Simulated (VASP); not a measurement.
Computed with PBEsol GGA, VASP's PBE PAW potentials (set 64) (plane waves; VASP).

Input for VASP

**KPOINTS**
```
Automatic mesh
0
Gamma
 9 9 9
```

### INCAR
```
ALGO = Normal
EDIFF = 1E-6
EDIFFG = -0.01
ENCUT = 480
GGA = PS
IBRION = 2
ISIF = 3
ISMEAR = 1
LASPH = .True.
LCHARG = .False.
LMAXMIX = 4
LREAL = .False.
LWAVE = .False.
NELM = 100
NSW = 60
PREC = Accurate
SIGMA = 0.1
SYSTEM = InAs
```

### POSCAR
```
InAs
1
    0.0000000000     3.0459922034     3.0459922034
    3.0459922034     0.0000000000     3.0459922034
    3.0459922034     3.0459922034    -0.0000000000
In As
1 1
Direct
  0.0000000000   0.0000000000   0.0000000000
  0.7500000000   0.7500000000   0.7500000000
```

POTCAR, in this order: In_d As (PBE.64 set). Program: vasp_std.

What VASP printed:

File OSZICAR:
```
       N       E                     dE             d eps       ncg     rms          rms(c)
DAV:   1     0.106957342361E+03    0.10696E+03   -0.81349E+03   925   0.140E+03
DAV:   2    -0.121659841973E+01   -0.10817E+03   -0.10518E+03   960   0.305E+02
DAV:   3    -0.857692285903E+01   -0.73603E+01   -0.73068E+01  1155   0.862E+01
DAV:   4    -0.877004846269E+01   -0.19313E+00   -0.19301E+00  1065   0.158E+01
DAV:   5    -0.877897755136E+01   -0.89291E-02   -0.89288E-02  1309   0.300E+00    0.430E+00
DAV:   6    -0.852002521986E+01    0.25895E+00   -0.45818E-01  1369   0.136E+01    0.237E+00
DAV:   7    -0.849020983327E+01    0.29815E-01   -0.12804E-01  1257   0.389E+00    0.669E-01
DAV:   8    -0.848858638762E+01    0.16234E-02   -0.12855E-02  1124   0.164E+00    0.206E-01
DAV:   9    -0.848883681275E+01   -0.25043E-03   -0.10762E-03  1143   0.421E-01    0.112E-01
DAV:  10    -0.848888593900E+01   -0.49126E-04   -0.12475E-04  1379   0.147E-01    0.748E-02
DAV:  11    -0.848890154738E+01   -0.15608E-04   -0.57157E-05   995   0.109E-01    0.497E-02
DAV:  12    -0.848890170332E+01   -0.15595E-06   -0.61706E-06   980   0.205E-02
   1 F= -.84889017E+01 E0= -.84889782E+01  d E =-.848890E+01
```

OUTCAR:
```
------------------------ aborting loop because EDIFF is reached ----------------------------------------
  FORCE on cell =-STRESS in cart. coord.  units (eV):
  Direction    XX          YY          ZZ          XY          YZ          ZX
  --------------------------------------------------------------------------------------
  Total       -0.0119522     -0.0119522     -0.0119522     -0.0000000      0.0000000      0.0000000
  in kB       -0.3387985     -0.3387985     -0.3387985     -0.0000000      0.0000000      0.0000000
  external PRESSURE =      -0.3387985 kB  Pullay stress =       0.0000000 kB
  volume of cell :       56.52
      direct lattice vectors                 reciprocal lattice vectors
     0.000000000  3.045992203  3.045992203    -0.164150125  0.164150125  0.164150125
     3.045992203  0.000000000  3.045992203     0.164150125 -0.164150125  0.164150125
     3.045992203  3.045992203  0.000000000     0.164150125  0.164150125 -0.164150125
  FREE ENERGIE OF THE ION-ELECTRON SYSTEM (eV)
  ---------------------------------------------------
  free  energy   TOTEN  =        -8.4889017033 eV

  energy  without entropy=       -8.4891312649  energy(sigma->0) =       -8.48897822

 reached required accuracy - stopping structural energy minimisation
```
(Selected blocks of OUTCAR.)

The compound is InAs in the zinc blende structure. It was relaxed first. The start is the result of an earlier pass.
